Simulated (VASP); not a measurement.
# AgB2 (P6/mmm) in VASP: further runs

Runs on AgB2. Level: r2SCAN. Tasks: single point.

Program: VASP 6.6.1. These are calculated values, not measurements. Logs are shortened: lines on timing, memory, paths and dates and some standing lists are left out, and cuts for length are marked.

## Step 1: The crystal as given

Symmetry: P6/mmm, No. 191, hexagonal system. Conventional cell: a = 3.000 Å, b = 3.000 Å, c = 3.240 Å, α = 90.00°, β = 90.00°, γ = 120.00°. Around Ag (site symmetry 6/mmm) lie 12 B at 2.37 Å. Around B (site symmetry -6m2) lie 3 B at 1.73 Å.

## Step 2: Single point, r2SCAN

File INCAR:

```
SYSTEM = AgB2
PREC = Accurate
ENCUT = 400
EDIFF = 1E-6
ISMEAR = 0
SIGMA = 0.05
LREAL = .False.
LASPH = .True.
NELM = 100
ALGO = Normal
ISIF = 2
LWAVE = .False.
LCHARG = .False.
METAGGA = R2SCAN
LMIXTAU = .True.
ADDGRID = .False.
```

File KPOINTS:

```
regular mesh
0
Gamma
  2 2 2
  0 0 0
```

File POSCAR:

```
AgB2
1.0
    3.0000000000      0.0000000000      0.0000000000
   -1.5000000000      2.5980762114      0.0000000000
    0.0000000000      0.0000000000      3.2400000000
Ag B
1 2
Direct
    0.0172000000      0.0014340000     -0.0107780000
    0.6537670000      0.3220700000      0.4709270000
    0.3421410000      0.7037590000      0.5156140000
```

Potentials or basis: VASP PAW PBE potentials, release 64 (Ag, B).

Launch:

```sh
$ cat potpaw_PBE.64/Ag/POTCAR potpaw_PBE.64/B/POTCAR > POTCAR
$ mpirun -np 1 vasp_std > vasp.out
```

OUTCAR:

```text
SYSTEM = AgB2
   PREC = Accurate
   ENCUT = 400
   EDIFF = 1E-6
   ISMEAR = 0
   LREAL = .False.
   LASPH = .True.
   NELM = 100
   ISIF = 2
   METAGGA = R2SCAN

 Found      8 irreducible k-points:

 Following reciprocal coordinates:
            Coordinates               Weight
  0.000000  0.000000  0.000000      1.000000
  0.500000 -0.000000  0.000000      1.000000
  0.000000  0.500000  0.000000      1.000000
  0.500000  0.500000  0.000000      1.000000
  0.000000  0.000000  0.500000      1.000000
  0.500000 -0.000000  0.500000      1.000000
   k-points           NKPTS =      8   k-points in BZ     NKDIM =      8   number of bands    NBANDS=     12
   number of dos      NEDOS =    301   number of ions     NIONS =      3
   total plane-waves  NPLWV =   9600
   dimension x,y,z NGX =    20 NGY =   20 NGZ =   24
   dimension x,y,z NGXF=    40 NGYF=   40 NGZF=   48
   ions per type =               1   2
   NGX,Y,Z   is equivalent  to a cutoff of  11.08, 11.08, 12.31 a.u.
   NGXF,Y,Z  is equivalent  to a cutoff of  22.17, 22.17, 24.63 a.u.
 SYSTEM =  AgB2
   PREC   = accura    normal or accurate (medium, high low for compatibility)
   ISTART =      0    job   : 0-new  1-cont  2-samecut
   ICHARG =      2    charge: 1-file 2-atom 10-const
   ISPIN  =      1    spin polarized calculation?
   LNONCOLLINEAR =      F non collinear calculations
   LSORBIT =      F    spin-orbit coupling
   LASPH  =      T    aspherical Exc in radial PAW
   ENCUT  =  400.0 eV  29.40 Ry    5.42 a.u.   4.89  4.89  5.28*2*pi/ulx,y,z
   NELM   =    100;   NELMIN=  2; NELMDL= -5     # of ELM steps
   EDIFF  = 0.1E-05   stopping-criterion for ELM
   LREAL  =      F    real-space projection
   EDIFFG = 0.1E-04   stopping-criterion for IOM
   NSW    =      0    number of steps for IOM
   IBRION =     -1    ionic relax: 0-MD 1-quasi-New 2-CG
   NFREE  =      0    steps in history (QN), initial steepest desc. (CG)
   ISIF   =      2    stress and relaxation
   ISYM   =      2    0-nonsym 1-usesym 2-fastsym
   POTIM  = 0.5000    time-step for ionic-motion
   TEBEG  =    0.0;   TEEND  =   0.0 temperature during run
   PSTRESS=    0.0 pullay stress
   NELECT =      17.0000    total number of electrons
   NUPDOWN=      -1.0000    fix difference up-down
   EMIN   =  10.00;   EMAX   =-10.00  energy-range for DOS
   EFERMI =   0.00;   METHOD = LEGACY
   ISMEAR =     0;   SIGMA  =   0.05  broadening in eV -4-tet -1-fermi 0-gaus
   EFERMI_NEDOS =   21; number of points for ismear=-14 and -15
   IALGO  =     38    algorithm
   IMIX   =      4    mixing-type and parameters
     AMIX     =   0.40;   BMIX     =  1.00
     AMIX_MAG =   1.60;   BMIX_MAG =  1.00
  volume/ion in A,a.u.               =       8.42        56.81
  Fermi-wavevector in a.u.,A,eV,Ry     =   1.434779  2.711340 28.008838  2.058591
  Thomas-Fermi vector in A             =   2.554150
   LORBIT       =      0    0 simple, 1 ext, 2 COOP (PROOUT), +10 PAW based schemes
   METAGGA = R2SCAN    functional components
   LHFCALC =     F    Hartree Fock is set to
   AEXX    =    0.0000 exact exchange contribution
   IVDW    =     0    specifies the selected vdW correction
   LEPSILON=     F    determine dielectric tensor
   LRPA    =     F    only Hartree local field effects (RPA)
 non-spin polarized calculation
 Gauss-broadening in eV      SIGMA  =   0.05
  energy-cutoff  :      400.00
  volume of cell :       25.25
 maximum number of plane-waves:       466
 NGX is ok and might be reduce to    20
   NGX =  9   NGY =  9   NGZ = 11

 number of electron      17.0000003 magnetization

 Free energy of the ion-electron system (eV)
  ---------------------------------------------------
  ext. energy  EPLUGINS =         0.00000000
  ---------------------------------------------------
  free energy    TOTEN  =       -32.10178290 eV

  energy without entropy =      -32.09638269  energy(sigma->0) =      -32.09908280

 E-fermi :  11.4487     XC(G=0): -14.2250

 val. band max:       11.4035634405   @ k =   0.0000   0.0000   0.5000
 cond. band min:      11.4795978541   @ k =   0.0000   0.5000   0.5000
 fundamental gap:      0.0760344137
 Fermi energy:        11.4486636514

 k-point     1 :       0.0000    0.0000    0.0000
  band No.  band energies     occupation
      1      -4.4578      2.00000
      2       3.3705      2.00000
      3       3.7928      2.00000
      4       3.9719      2.00000
      5       5.3873      2.00000
      6       5.5654      2.00000
      7       7.4434      2.00000
      8      11.0264      2.00000
      9      12.6880      0.00000
     10      15.5193      0.00000
     11      16.4580      0.00000
     12      17.4795      0.00000

 k-point     2 :       0.5000   -0.0000    0.0000
  band No.  band energies     occupation
      1      -0.2326      2.00000
      2       0.2083      2.00000
      3       2.9544      2.00000
      4       3.4006      2.00000
      5       5.1934      2.00000
      6       6.0786      2.00000
      7       7.1028      2.00000
      8       7.3166      2.00000
      9      14.0579      0.00000
     10      15.2247      0.00000
     11      17.1749      0.00000
     12      17.6173      0.00000

 k-point     3 :       0.0000    0.5000    0.0000
  band No.  band energies     occupation
      1      -0.6363      2.00000
      2       0.4405      2.00000
      3       3.1994      2.00000
      4       3.4578      2.00000
      5       5.0701      2.00000
      6       6.0655      2.00000
      7       7.3016      2.00000
      8       7.5088      2.00000
      9      12.9612      0.00000
     10      15.7121      0.00000
     11      17.4810      0.00000
     12      17.6465      0.00000

 k-point     4 :       0.5000    0.5000    0.0000
  band No.  band energies     occupation
      1      -0.2305      2.00000
      2       0.2224      2.00000
      3       2.9430      2.00000
      4       3.4186      2.00000
      5       5.2118      2.00000
      6       6.0708      2.00000
      7       7.0217      2.00000
      8       7.3170      2.00000
      9      14.0712      0.00000
     10      15.1974      0.00000
     11      17.2542      0.00000
     12      17.6528      0.00000

 k-point     5 :       0.0000    0.0000    0.5000
  band No.  band energies     occupation
      1      -2.3066      2.00000
      2       0.7437      2.00000
      3       4.4210      2.00000
      4       4.5278      2.00000
      5       4.6365      2.00000
      6       4.8585      2.00000
      7       5.7404      2.00000
      8       9.5879      2.00000
      9      11.4036      1.79791
     10      18.0035      0.00000
     11      19.0433      0.00000
     12      20.6003      0.00000

 k-point     6 :       0.5000   -0.0000    0.5000
  band No.  band energies     occupation
      1      -0.9416      2.00000
      2       2.3609      2.00000
      3       2.7452      2.00000
      4       3.2160      2.00000
      5       5.9136      2.00000
      6       5.9912      2.00000
      7       6.1811      2.00000
      8       9.2328      2.00000
      9      10.9287      2.00000
     10      11.9828      0.00000
     11      16.1235      0.00000
     12      20.4307      0.00000

 [... further k-points ...]
[... 5 lines left out ...]
  --------------------------------------------------------------------------------------
  -------------------------------------------------------------------------------------
  Total        5.2761438     12.6355979     10.2089365     -0.0346755     -0.4390042     -0.0813949
  in kB      334.7411139    801.6563310    647.6985628     -2.1999632    -27.8523049     -5.1640399
  external PRESSURE =     594.6986692 kB  Pullay stress =       0.0000000 kB

 VOLUME and BASIS-vectors are now :
 -----------------------------------------------------------------------------
  energy-cutoff  :      400.00
  volume of cell :       25.25
      direct lattice vectors                 reciprocal lattice vectors
     3.000000000  0.000000000  0.000000000     0.333333333  0.192450090  0.000000000
    -1.500000000  2.598076211  0.000000000     0.000000000  0.384900179  0.000000000
     0.000000000  0.000000000  3.240000000     0.000000000  0.000000000  0.308641975

 POSITION                                       TOTAL-FORCE (eV/Angst)
 -----------------------------------------------------------------------------------
      0.04945      0.00373      3.20508        -0.567071     -0.062385      0.254474
      1.47820      0.83676      1.52580         0.241936      0.426069      1.285528
     -0.02922      1.82842      1.67059         0.325135     -0.363684     -1.540002
 -----------------------------------------------------------------------------------
    total drift:                                0.000290     -0.000187      0.000027

  FREE ENERGIE OF THE ION-ELECTRON SYSTEM (eV)
  ---------------------------------------------------
  free  energy   TOTEN  =       -32.1017828981 eV

  energy  without entropy=      -32.0963826944  energy(sigma->0) =      -32.09908280
```

Wall time 8.6 s (1 thread of Intel Xeon 6975P-C (Granite Rapids), shared host); peak memory 0.12 GiB.

The run converged, but some of its settings lie outside the range that counts as converged, so its numbers aren't taken as properties of the crystal.

Results:

```
Free energy            : -32.1018 eV
Pressure               : 59.5 GPa
Largest force          : 1.615 eV/Å
Band gap on the k mesh : none (metal or under the smearing width)
```

Caveat: the k mesh is coarse (spacing up to 1.21 Å⁻¹), so the values aren't converged; the PAW data sets were made with another functional, which shifts forces and pressure a little.

## Step 3: Single point, r2SCAN

Edit INCAR of step 2 so:

```diff
@@ -2,3 +2,3 @@
 PREC = Accurate
-ENCUT = 400
+ENCUT = 460
 EDIFF = 1E-6
```

KPOINTS is that of step 2.

File POSCAR:

```
AgB2
1.0
    3.0000000000      0.0000000000      0.0000000000
   -1.5000000000      2.5980762114      0.0000000000
    0.0000000000      0.0000000000      3.2400000000
Ag B
1 2
Direct
    0.0000000000      0.0000000000      0.0000000000
    0.6666666667      0.3333333333      0.5000000000
    0.3333333333      0.6666666667      0.5000000000
```

Potentials or basis: VASP PAW PBE potentials, release 64 (Ag, B).

Launch:

```sh
$ cat potpaw_PBE.64/Ag/POTCAR potpaw_PBE.64/B/POTCAR > POTCAR
$ mpirun -np 1 vasp_std > vasp.out
```

OUTCAR:

```text
SYSTEM = AgB2
   PREC = Accurate
   ENCUT = 460
   EDIFF = 1E-6
   ISMEAR = 0
   LREAL = .False.
   LASPH = .True.
   NELM = 100
   ISIF = 2
   METAGGA = R2SCAN

 Found      4 irreducible k-points:

 Following reciprocal coordinates:
            Coordinates               Weight
  0.000000  0.000000  0.000000      1.000000
  0.500000 -0.000000  0.000000      3.000000
  0.000000  0.000000  0.500000      1.000000
  0.500000 -0.000000  0.500000      3.000000
   k-points           NKPTS =      4   k-points in BZ     NKDIM =      4   number of bands    NBANDS=     12
   number of dos      NEDOS =    301   number of ions     NIONS =      3
   total plane-waves  NPLWV =  13824
   dimension x,y,z NGX =    24 NGY =   24 NGZ =   24
   dimension x,y,z NGXF=    48 NGYF=   48 NGZF=   48
   ions per type =               1   2
   NGX,Y,Z   is equivalent  to a cutoff of  13.30, 13.30, 12.31 a.u.
   NGXF,Y,Z  is equivalent  to a cutoff of  26.60, 26.60, 24.63 a.u.
 SYSTEM =  AgB2
   PREC   = accura    normal or accurate (medium, high low for compatibility)
   ISTART =      0    job   : 0-new  1-cont  2-samecut
   ICHARG =      2    charge: 1-file 2-atom 10-const
   ISPIN  =      1    spin polarized calculation?
   LNONCOLLINEAR =      F non collinear calculations
   LSORBIT =      F    spin-orbit coupling
   LASPH  =      T    aspherical Exc in radial PAW
   ENCUT  =  460.0 eV  33.81 Ry    5.81 a.u.   5.25  5.25  5.67*2*pi/ulx,y,z
   NELM   =    100;   NELMIN=  2; NELMDL= -5     # of ELM steps
   EDIFF  = 0.1E-05   stopping-criterion for ELM
   LREAL  =      F    real-space projection
   EDIFFG = 0.1E-04   stopping-criterion for IOM
   NSW    =      0    number of steps for IOM
   IBRION =     -1    ionic relax: 0-MD 1-quasi-New 2-CG
   NFREE  =      0    steps in history (QN), initial steepest desc. (CG)
   ISIF   =      2    stress and relaxation
   ISYM   =      2    0-nonsym 1-usesym 2-fastsym
   POTIM  = 0.5000    time-step for ionic-motion
   TEBEG  =    0.0;   TEEND  =   0.0 temperature during run
   PSTRESS=    0.0 pullay stress
   NELECT =      17.0000    total number of electrons
   NUPDOWN=      -1.0000    fix difference up-down
   EMIN   =  10.00;   EMAX   =-10.00  energy-range for DOS
   EFERMI =   0.00;   METHOD = LEGACY
   ISMEAR =     0;   SIGMA  =   0.05  broadening in eV -4-tet -1-fermi 0-gaus
   EFERMI_NEDOS =   21; number of points for ismear=-14 and -15
   IALGO  =     38    algorithm
   IMIX   =      4    mixing-type and parameters
     AMIX     =   0.40;   BMIX     =  1.00
     AMIX_MAG =   1.60;   BMIX_MAG =  1.00
  volume/ion in A,a.u.               =       8.42        56.81
  Fermi-wavevector in a.u.,A,eV,Ry     =   1.434779  2.711340 28.008838  2.058591
  Thomas-Fermi vector in A             =   2.554150
   LORBIT       =      0    0 simple, 1 ext, 2 COOP (PROOUT), +10 PAW based schemes
   METAGGA = R2SCAN    functional components
   LHFCALC =     F    Hartree Fock is set to
   AEXX    =    0.0000 exact exchange contribution
   IVDW    =     0    specifies the selected vdW correction
   LEPSILON=     F    determine dielectric tensor
   LRPA    =     F    only Hartree local field effects (RPA)
 non-spin polarized calculation
 Gauss-broadening in eV      SIGMA  =   0.05
  energy-cutoff  :      460.00
  volume of cell :       25.25
 maximum number of plane-waves:       576
 NGX is ok and might be reduce to    24
   NGX = 11   NGY = 11   NGZ = 11

 number of electron      16.9999993 magnetization

 Free energy of the ion-electron system (eV)
  ---------------------------------------------------
  ext. energy  EPLUGINS =         0.00000000
  ---------------------------------------------------
  free energy    TOTEN  =       -32.21266241 eV

  energy without entropy =      -32.20073676  energy(sigma->0) =      -32.20669959

 E-fermi :  11.7920     XC(G=0): -14.2168

 val. band max:       11.1305316894   @ k =   0.5000  -0.0000   0.5000
 cond. band min:      11.8113023387   @ k =   0.0000   0.0000   0.0000
 fundamental gap:      0.6807706493
 Fermi energy:        11.7920366811

 k-point     1 :       0.0000    0.0000    0.0000
  band No.  band energies     occupation
      1      -4.4285      2.00000
      2       3.4548      2.00000
      3       3.8637      2.00000
      4       3.8637      2.00000
      5       5.5632      2.00000
      6       5.5632      2.00000
      7       7.4196      2.00000
      8      11.8113      0.58581
      9      11.8113      0.58578
     10      16.6058      0.00000
     11      16.6058      0.00000
     12      16.7934      0.00000

 k-point     2 :       0.5000   -0.0000    0.0000
  band No.  band energies     occupation
      1      -0.3135      2.00000
      2       0.2963      2.00000
      3       3.1923      2.00000
      4       3.3972      2.00000
      5       5.2449      2.00000
      6       6.0399      2.00000
      7       7.1515      2.00000
      8       7.3232      2.00000
      9      13.9562      0.00000
     10      15.3912      0.00000
     11      17.3300      0.00000
     12      17.4944      0.00000

 k-point     3 :       0.0000    0.0000    0.5000
  band No.  band energies     occupation
      1      -2.2675      2.00000
      2       0.7484      2.00000
      3       4.5040      2.00000
      4       4.5040      2.00000
      5       4.7811      2.00000
      6       4.7811      2.00000
      7       5.8381      2.00000
      8      10.4073      2.00000
      9      10.4073      2.00000
     10      18.0886      0.00000
     11      20.2297      0.00000
     12      20.2297      0.00000

 k-point     4 :       0.5000   -0.0000    0.5000
  band No.  band energies     occupation
      1      -0.8050      2.00000
      2       2.2851      2.00000
      3       2.6457      2.00000
      4       3.1776      2.00000
      5       6.0515      2.00000
      6       6.1019      2.00000
      7       6.1547      2.00000
      8       9.3214      2.00000
      9      11.1305      2.00000
     10      11.8305      0.27613
     11      16.3855      0.00000
     12      20.7551      0.00000

------------------------ aborting loop because EDIFF is reached ----------------------------------------

  FORCE on cell =-STRESS in cart. coord.  units (eV):
  Direction    XX          YY          ZZ          XY          YZ          ZX
  --------------------------------------------------------------------------------------
  -------------------------------------------------------------------------------------
  Total        8.0617189      8.0617189     11.1244420      0.0000000      0.0000000     -0.0000000
  in kB      511.4699046    511.4699046    705.7821450      0.0000000      0.0000000     -0.0000000
  external PRESSURE =     576.2406514 kB  Pullay stress =       0.0000000 kB

 VOLUME and BASIS-vectors are now :
 -----------------------------------------------------------------------------
  energy-cutoff  :      460.00
  volume of cell :       25.25
      direct lattice vectors                 reciprocal lattice vectors
     3.000000000  0.000000000  0.000000000     0.333333333  0.192450090  0.000000000
    -1.500000000  2.598076211  0.000000000     0.000000000  0.384900179  0.000000000
     0.000000000  0.000000000  3.240000000     0.000000000  0.000000000  0.308641975

 POSITION                                       TOTAL-FORCE (eV/Angst)
 -----------------------------------------------------------------------------------
      0.00000      0.00000      0.00000         0.000000      0.000000      0.000000
      1.50000      0.86603      1.62000        -0.000000      0.000000     -0.000000
     -0.00000      1.73205      1.62000         0.000000      0.000000      0.000000
 -----------------------------------------------------------------------------------
    total drift:                               -0.000000      0.000000      0.000000

  FREE ENERGIE OF THE ION-ELECTRON SYSTEM (eV)
  ---------------------------------------------------
  free  energy   TOTEN  =       -32.2126624105 eV

  energy  without entropy=      -32.2007367614  energy(sigma->0) =      -32.20669959
```

OSZICAR:

```text
N       E                     dE             d eps       ncg     rms          rms(c)
DAV:   1     0.540405554521E+02    0.54041E+02   -0.80615E+03    96   0.124E+03
DAV:   2    -0.366901978983E+02   -0.90731E+02   -0.83111E+02   104   0.271E+02
DAV:   3    -0.394227231416E+02   -0.27325E+01   -0.25315E+01   116   0.470E+01
[... 12 lines left out ...]
DAV:  16    -0.322134942129E+02    0.40522E-02   -0.11677E-03    96   0.340E-01    0.382E-01
DAV:  17    -0.322126798489E+02    0.81436E-03   -0.63021E-04    96   0.261E-01    0.624E-02
DAV:  18    -0.322126608592E+02    0.18990E-04   -0.37589E-05   100   0.672E-02    0.285E-02
DAV:  19    -0.322126625060E+02   -0.16468E-05   -0.59959E-06   108   0.305E-02    0.105E-02
DAV:  20    -0.322126624105E+02    0.95567E-07   -0.22903E-06    88   0.208E-02
   1 F= -.32212662E+02 E0= -.32206700E+02  d E =-.119256E-01
```

stdout:

```text
POSCAR found type information on POSCAR AgB
 POSCAR found :  2 types and       3 ions
 scaLAPACK will be used
 -----------------------------------------------------------------------------
|                                                                             |
|                                                                             |
|     You enforced a specific xc type in the INCAR file but a different       |
|     I HOPE YOU KNOW WHAT YOU ARE DOING!                                     |
|                                                                             |
 -----------------------------------------------------------------------------

 LDA part: xc-table for (None), standard interpolation
 POSCAR, INCAR and KPOINTS ok, starting setup
 FFT: planning ... GRIDC
 FFT: planning ... GRID_SOFT
 FFT: planning ... GRID
 WAVECAR not read
 entering main loop
```

Run time: 8.8 s. Hardware: 1 thread of Intel Xeon 6975P-C (Granite Rapids), shared host; peak memory 0.14 GiB.

The run converged, but some of its settings lie outside the range that counts as converged, so its numbers aren't taken as properties of the crystal.

Results:

```
Free energy            : -32.2127 eV
Pressure               : 57.6 GPa
Band gap on the k mesh : none (metal or under the smearing width)
```

Caveat: the k mesh is coarse (spacing up to 1.21 Å⁻¹), so the values aren't converged; a pressure of tens of GPa on the cell as given is suspect, and the run, the potentials or the cell itself is likely at fault; the PAW data sets were made with another functional, which shifts forces and pressure a little.

(Continued in part 2 of 2.)
